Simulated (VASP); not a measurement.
An input for Quantum ESPRESSO's pw.x (written as the equivalent of a VASP run, and not itself run):

```
&CONTROL
  calculation = 'vc-relax'
  pseudo_dir = './pseudo'
  outdir = './out'
  tprnfor = .true.
  tstress = .true.
  nstep = 40
  forc_conv_thr = 0.00078
/
&SYSTEM
  ibrav = 0
  nat = 8
  ntyp = 3
  ecutwfc = 92
  occupations = 'smearing'
  smearing = 'methfessel-paxton'
  degauss = 0.00735
  input_dft = 'pbe'
/
&ELECTRONS
  conv_thr = 7.3e-08
  electron_maxstep = 100
/
&IONS
/
&CELL
  press = 50
/
ATOMIC_SPECIES
  Ga 69.723 Ga.upf
  Cu 63.546 Cu.upf
  Se 78.971 Se.upf
CELL_PARAMETERS angstrom
    -2.8424727    2.8424727    5.6244381
     2.8424727   -2.8424727    5.6244381
     2.8424727    2.8424727   -5.6244381
ATOMIC_POSITIONS crystal
  Ga   0.5000000  0.5000000  1.0000000
  Ga   0.2500000  0.7500000  0.5000000
  Cu   0.0000000  1.0000000  1.0000000
  Cu   0.7500000  0.2500000  0.5000000
  Se   0.8750000  0.8810074  0.5060074
  Se   0.1189926  0.6250000  0.9939926
  Se   0.3750000  0.3689926  0.4939926
  Se   0.6310074  0.1250000  0.0060074
K_POINTS automatic
  8 8 8 0 0 0
```

Write the VASP files for the same calculation (PBE).

This is not unique; one that fits is 
File KPOINTS:
```
K-points
0
gamma
  8 8 8
0 0 0
```

INCAR:
```
ALGO  =  Normal
EDIFF  =  1E-6
EDIFFG  =  -0.02
ENCUT  =  500
GGA  =  PE
IBRION  =  2
ISIF  =  3
ISMEAR  =  1
LASPH  =  T
LCHARG  =  F
LMAXMIX  =  4
LREAL  =  F
LWAVE  =  F
NELM  =  100
NSW  =  40
PREC  =  Accurate
PSTRESS  =  50
SIGMA  =  0.1
SYSTEM  =  CuGaSe2
```

### POSCAR
```
CuGaSe2
1
   -2.8424727121     2.8424727121     5.6244380796
    2.8424727121    -2.8424727121     5.6244380796
    2.8424727121     2.8424727121    -5.6244380796
Ga Cu Se
2 2 4
Direct
  0.5000000000   0.5000000000   1.0000000000
  0.2500000000   0.7500000000   0.5000000000
  0.0000000000   1.0000000000   1.0000000000
  0.7500000000   0.2500000000   0.5000000000
  0.8750000000   0.8810073717   0.5060073717
  0.1189926283   0.6250000000   0.9939926283
  0.3750000000   0.3689926283   0.4939926283
  0.6310073717   0.1250000000   0.0060073717
```

POTCAR, in this order: Ga_d Cu Se (PBE.64 set). Program: vasp_std.

Limits of the translation: the potentials are each code's own (VASP's PAW set, PseudoDojo norm-conserving files in pw.x), so ENCUT and ecutwfc are chosen apart and not converted; conv_thr bounds pw.x's estimated SCF error, while EDIFF bounds the energy change between steps; forc_conv_thr acts on force components and is met together with etot_conv_thr.

The compound is CuGaSe2 in the chalcopyrite structure. This run relaxes it under an external pressure of 5 GPa. Symmetry was kept, so distortions that lower it aren't found.
